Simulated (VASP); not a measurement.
Level of theory: optB88-vdW, VASP's PBE PAW potentials (set 64) (plane waves; VASP).

Input for VASP

**POSCAR**
```
MnF2
1
    4.8475729955    -0.0000000000     0.0000000000
    0.0000000000     4.8475729955     0.0000000000
    0.0000000000     0.0000000000     3.2880591720
Mn F
2 4
Direct
  0.0000000000   1.0000000000   1.0000000000
  0.5000000000   0.5000000000   0.5000000000
  0.3042902355   0.3042902355   0.0000000000
  0.8042902355   0.1957097645   0.5000000000
  0.1957097645   0.8042902355   0.5000000000
  0.6957097645   0.6957097645   1.0000000000
```

**INCAR**
```
! general
SYSTEM   = MnF2
PREC     = Accurate
ENCUT    = 520
LREAL    = .FALSE.
LASPH    = .TRUE.

! electronic loop
EDIFF    = 1E-6
NELM     = 100
ALGO     = Normal
LMAXMIX  = 4

! smearing
ISMEAR   = 0
SIGMA    = 0.05

! functional
GGA      = BO
LUSE_VDW = .TRUE.
AGGAC    = 0.0
PARAM1   = 0.1833333333
PARAM2   = 0.22

! spin
ISPIN    = 2
MAGMOM   = 5.0 -5.0 4*0.0

! ions
IBRION   = 2
NSW      = 60
ISIF     = 3
EDIFFG   = -0.02

! output
LWAVE    = .FALSE.
LCHARG   = .FALSE.
LORBIT   = 10
```

### KPOINTS
```
Automatic mesh
0
Gamma
4 4 6
0 0 0
```

POTCAR, in this order: Mn_pv F (PBE.64 set). Program: vasp_std.

The resulting files:

### OUTCAR
```
 ion  position               nearest neighbor table
   1  0.000  0.000  0.000-   3 2.09   6 2.09   5 2.12   4 2.12   4 2.12   5 2.12
   2  0.500  0.500  0.500-   4 2.09   5 2.09   3 2.12   6 2.12   3 2.12   6 2.12
   3  0.304  0.304  0.000-   1 2.09   2 2.12   2 2.12
   4  0.804  0.196  0.500-   2 2.09   1 2.12   1 2.12
   5  0.196  0.804  0.500-   2 2.09   1 2.12   1 2.12
   6  0.696  0.696  0.000-   1 2.09   2 2.12   2 2.12
  LATTYP: Found a simple tetragonal cell.
 ALAT       =     4.8475729955
 C/A-ratio  =     0.6782897700
 Subroutine PRICEL returns:
 Original cell was already a primitive cell.
 Subroutine GETGRP returns: Found 16 space group operations
The static configuration has the point symmetry D_2h.
 The point group associated with its full space group is D_4h.
The dynamic configuration has the point symmetry D_2h.
The overall configuration has the point symmetry D_2h.
 Subroutine INISYM returns: Found 16 space group operations
 Subroutine IBZKPT returns following result:
 Found     24 irreducible k-points:

 Following reciprocal coordinates:
            Coordinates               Weight
  0.000000  0.000000  0.000000      1.000000
  0.250000  0.000000  0.000000      4.000000
  0.500000  0.000000  0.000000      2.000000
  0.250000  0.250000  0.000000      4.000000
  0.500000  0.250000  0.000000      4.000000
  0.500000  0.500000  0.000000      1.000000
  0.000000  0.000000  0.166667      2.000000
  0.250000  0.000000  0.166667      8.000000
  0.500000  0.000000  0.166667      4.000000
  0.250000  0.250000  0.166667      8.000000
  0.500000  0.250000  0.166667      8.000000
  0.500000  0.500000  0.166667      2.000000
  0.000000  0.000000  0.333333      2.000000
  0.250000  0.000000  0.333333      8.000000
  0.500000  0.000000  0.333333      4.000000
  0.250000  0.250000  0.333333      8.000000
  0.500000  0.250000  0.333333      8.000000
...
```

**OSZICAR**
```
       N       E                     dE             d eps       ncg     rms          rms(c)
DAV:   1     0.735421244628E+03    0.73542E+03   -0.31643E+04  3144   0.192E+03
DAV:   2     0.439838117602E+02   -0.69144E+03   -0.66712E+03  3432   0.555E+02
DAV:   3    -0.273079078195E+02   -0.71292E+02   -0.70631E+02  3448   0.187E+02
DAV:   4    -0.291323475352E+02   -0.18244E+01   -0.18168E+01  3648   0.302E+01
DAV:   5    -0.291637805467E+02   -0.31433E-01   -0.31427E-01  3296   0.439E+00    0.213E+01
DAV:   6    -0.249765556326E+02    0.41872E+01   -0.25706E+01  3704   0.363E+01    0.145E+01
DAV:   7    -0.251223883723E+02   -0.14583E+00   -0.19290E+00  3224   0.104E+01    0.103E+01
DAV:   8    -0.247793786658E+02    0.34301E+00   -0.82138E-01  3104   0.846E+00    0.371E+00
DAV:   9    -0.251453362620E+02   -0.36596E+00   -0.24099E-01  3608   0.525E+00    0.126E+00
DAV:  10    -0.251471512428E+02   -0.18150E-02   -0.28524E-02  3240   0.112E+00    0.192E-01
DAV:  11    -0.251473156377E+02   -0.16439E-03   -0.88037E-04  3560   0.268E-01    0.687E-02
DAV:  12    -0.251474957560E+02   -0.18012E-03   -0.10105E-04  3152   0.757E-02    0.513E-02
DAV:  13    -0.251475065942E+02   -0.10838E-04   -0.19683E-05  3408   0.300E-02    0.166E-02
DAV:  14    -0.251475123452E+02   -0.57510E-05   -0.46887E-06  2928   0.173E-02    0.348E-03
DAV:  15    -0.251475141110E+02   -0.17658E-05   -0.51212E-07  2008   0.677E-03    0.224E-03
DAV:  16    -0.251475141347E+02   -0.23773E-07   -0.46053E-07  1664   0.413E-03
   1 F= -.25147514E+02 E0= -.25147514E+02  d E =-.251475E+02  mag=     0.0000
       N       E                     dE             d eps       ncg     rms          rms(c)
DAV:   1    -0.254156118241E+02   -0.26810E+00   -0.66662E+00  3304   0.243E+01    0.454E+00
DAV:   2    -0.251646086372E+02    0.25100E+00   -0.84520E-01  3320   0.698E+00    0.287E+00
DAV:   3    -0.251602538798E+02    0.43548E-02   -0.65538E-02  3600   0.231E+00    0.101E+00
DAV:   4    -0.251566088682E+02    0.36450E-02   -0.49860E-03  3784   0.559E-01    0.665E-01
DAV:   5    -0.251551520063E+02    0.14569E-02   -0.15506E-03  3240   0.338E-01    0.206E-01
DAV:   6    -0.251552104700E+02   -0.58464E-04   -0.27485E-04  3528   0.166E-01    0.217E-02
DAV:   7    -0.251552221469E+02   -0.11677E-04   -0.17403E-05  3160   0.314E-02    0.114E-02
DAV:   8    -0.251552218819E+02    0.26501E-06   -0.19721E-06  2712   0.108E-02
   2 F= -.25155222E+02 E0= -.25155222E+02  d E =-.770775E-02  mag=     0.0000
       N       E                     dE             d eps       ncg     rms          rms(c)
DAV:   1    -0.251623721924E+02   -0.71500E-02   -0.17308E-01  3320   0.387E+00    0.733E-01
DAV:   2    -0.251557041882E+02    0.66680E-02   -0.23174E-02  3304   0.115E+00    0.450E-01
DAV:   3    -0.251556326937E+02    0.71495E-04   -0.17978E-03  3656   0.378E-01    0.160E-01
DAV:   4    -0.251555324863E+02    0.10021E-03   -0.11083E-04  3768   0.817E-02    0.103E-01
DAV:   5    -0.251555025069E+02    0.29979E-04   -0.38842E-05  3328   0.527E-02    0.320E-02
DAV:   6    -0.251555026105E+02   -0.10360E-06   -0.63820E-06  3464   0.245E-02
   3 F= -.25155503E+02 E0= -.25155503E+02  d E =-.798848E-02  mag=    -0.0000
       N       E                     dE             d eps       ncg     rms          rms(c)
DAV:   1    -0.251557388199E+02   -0.23631E-03   -0.14417E-01  3072   0.265E+00    0.146E-01
DAV:   2    -0.251558445373E+02   -0.10572E-03   -0.39561E-03  3400   0.429E-01    0.794E-02
DAV:   3    -0.251558313703E+02    0.13167E-04   -0.97687E-05  3640   0.892E-02    0.348E-02
DAV:   4    -0.251558240500E+02    0.73204E-05   -0.10546E-05  3792   0.268E-02    0.211E-02
DAV:   5    -0.251558234478E+02    0.60218E-06   -0.32608E-06  2624   0.147E-02
   4 F= -.25155823E+02 E0= -.25155823E+02  d E =-.320837E-03  mag=     0.0000
       N       E                     dE             d eps       ncg     rms          rms(c)
DAV:   1    -0.251559242335E+02   -0.10018E-03   -0.14343E-01  3072   0.264E+00    0.145E-01
DAV:   2    -0.251560287512E+02   -0.10452E-03   -0.39124E-03  3416   0.427E-01    0.786E-02
DAV:   3    -0.251560161466E+02    0.12605E-04   -0.97266E-05  3640   0.890E-02    0.350E-02
DAV:   4    -0.251560088815E+02    0.72651E-05   -0.10223E-05  3808   0.264E-02    0.212E-02
DAV:   5    -0.251560083150E+02    0.56655E-06   -0.31098E-06  2600   0.144E-02
   5 F= -.25156008E+02 E0= -.25156008E+02  d E =-.505704E-03  mag=     0.0000
```

File OUTCAR:
```
------------------------ aborting loop because EDIFF is reached ----------------------------------------
  FORCE on cell =-STRESS in cart. coord.  units (eV):
  Direction    XX          YY          ZZ          XY          YZ          ZX
  --------------------------------------------------------------------------------------
  Total        0.0066815      0.0066815     -0.0280415      0.0000000      0.0000000      0.0000000
  in kB        0.1363907      0.1363907     -0.5724162      0.0000000      0.0000000      0.0000000
  external PRESSURE =      -0.0998783 kB  Pullay stress =       0.0000000 kB
  volume of cell :       78.49
      direct lattice vectors                 reciprocal lattice vectors
     4.869207426  0.000000000  0.000000000     0.205372233  0.000000000  0.000000000
    -0.000000000  4.869207426  0.000000000    -0.000000000  0.205372233  0.000000000
     0.000000000  0.000000000  3.310418784     0.000000000  0.000000000  0.302076585
 POSITION                                       TOTAL-FORCE (eV/Angst)
 -----------------------------------------------------------------------------------
      0.00000      0.00000      0.00000         0.000000      0.000000     -0.000000
      2.43460      2.43460      1.65521         0.000000      0.000000     -0.000000
      1.47584      1.47584      0.00000        -0.008288     -0.008288     -0.000000
      3.91044      0.95877      1.65521        -0.008288      0.008288     -0.000000
      0.95877      3.91044      1.65521         0.008288     -0.008288     -0.000000
      3.39337      3.39337      0.00000         0.008288      0.008288      0.000000
 -----------------------------------------------------------------------------------
    total drift:                                0.000000     -0.000000      0.000000
  FREE ENERGIE OF THE ION-ELECTRON SYSTEM (eV)
  ---------------------------------------------------
  free  energy   TOTEN  =       -25.1560083150 eV

  energy  without entropy=      -25.1560083150  energy(sigma->0) =      -25.15600831

 total charge

# of ion       s       p       d       tot
------------------------------------------
    1        0.162   6.144   4.967  11.273
    2        0.162   6.144   4.967  11.273
    3        1.728   4.362   0.000   6.090
    4        1.728   4.362   0.000   6.090
    5        1.728   4.362   0.000   6.090
    6        1.728   4.362   0.000   6.090
--------------------------------------------------
tot          7.236  29.736   9.933  46.905

 magnetization (x)

# of ion       s       p       d       tot
------------------------------------------
    1        0.016   0.013   4.495   4.524
    2       -0.016  -0.013  -4.495  -4.524
    3       -0.003  -0.024   0.000  -0.027
    4        0.003   0.024   0.000   0.027
    5        0.003   0.024   0.000   0.027
    6       -0.003  -0.024   0.000  -0.027
--------------------------------------------------
tot         -0.000   0.000   0.000   0.000

 reached required accuracy - stopping structural energy minimisation
```
(Selected blocks of OUTCAR.)

CONTCAR:
```
MnF2
   1.00000000000000
     4.8692074261919176    0.0000000000000000    0.0000000000000000
    -0.0000000000000000    4.8692074261919176    0.0000000000000000
     0.0000000000000000    0.0000000000000000    3.3104187843312767
  Mn              F
     2     4
Direct
     0.0000000000000000    0.0000000000000000    0.0000000000000000
     0.5000000000000000    0.5000000000000000    0.5000000000000000
     0.3030958678127938    0.3030958678127938    0.0000000000000000
     0.8030958678127939    0.1969041321872061    0.5000000000000000
     0.1969041321872061    0.8030958678127939    0.5000000000000000
     0.6969041321872061    0.6969041321872061    0.0000000000000000
```

OUTCAR:
```
 val. band max:        2.4797560236   @ k =   0.2500   0.2500   0.5000

 cond. band min:       4.6702393793   @ k =   0.0000   0.0000   0.0000


 Fermi energy:         2.7119521480

 spin component 1

 k-point     1 :       0.0000    0.0000    0.0000
  band No.  band energies     occupation
      1     -46.8948      1.00000
      2     -46.8293      1.00000
      3     -46.8273      1.00000
      4     -42.2029      1.00000
      5     -42.1346      1.00000
      6     -42.1334      1.00000
      7     -21.4135      1.00000
      8     -20.8881      1.00000
      9     -20.8753      1.00000
     10     -20.8218      1.00000
     11      -4.9577      1.00000
     12      -3.9915      1.00000
     13      -3.5813      1.00000
     14      -3.4139      1.00000
     15      -3.0137      1.00000
     16      -2.9947      1.00000
     17      -2.9640      1.00000
     18      -2.9448      1.00000
     19      -2.0615      1.00000
     20      -1.6998      1.00000
     21      -1.6858      1.00000
     22      -1.3948      1.00000
     23       0.8345      1.00000
     24       1.0926      1.00000
     25       1.2509      1.00000
     26       2.1365      1.00000
     27       2.3954      1.00000
     28       4.6702      0.00000
     29       4.8989      0.00000
     30       5.3573      0.00000
     31       5.3575      0.00000
     32       6.2998      0.00000

 k-point     2 :       0.2500    0.0000    0.0000
  band No.  band energies     occupation
      1     -46.8948      1.00000
      2     -46.8293      1.00000
      3     -46.8273      1.00000
      4     -42.2030      1.00000
      5     -42.1346      1.00000
      6     -42.1334      1.00000
      7     -21.3434      1.00000
      8     -20.9817      1.00000
      9     -20.8579      1.00000
     10     -20.8223      1.00000
     11      -4.7365      1.00000
     12      -3.9960      1.00000
     13      -3.4447      1.00000
     14      -3.4291      1.00000
...
```

The compound is MnF2 in the rutile structure. This run relaxes it. Symmetry was kept, so distortions that lower it aren't found. The start is the result of an earlier pass.
